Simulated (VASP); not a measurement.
Shape and ions are relaxed at each volume.

Energy against volume of HfB2 (AlB2 type). Computed with revTPSS meta-GGA, VASP's PBE PAW potentials (set 64) (plane waves; VASP).

```json
[
 {"V (Å³/atom)": "9.155", "E (eV/atom)": "2.64568"},
 {"V (Å³/atom)": "9.447", "E (eV/atom)": "2.62110"},
 {"V (Å³/atom)": "9.740", "E (eV/atom)": "2.61339"},
 {"V (Å³/atom)": "10.032", "E (eV/atom)": "2.62024"},
 {"V (Å³/atom)": "10.324", "E (eV/atom)": "2.63964"}
]
```

Fit a third-order Birch-Murnaghan equation of state.

```
Property                                        Value
---------------------------------------  ------------
volume per atom                          9.74 Å³/atom
bulk modulus                                  265 GPa
pressure derivative of the bulk modulus          3.93
```

The compound is HfB2 in the AlB2 type structure. It was relaxed first.
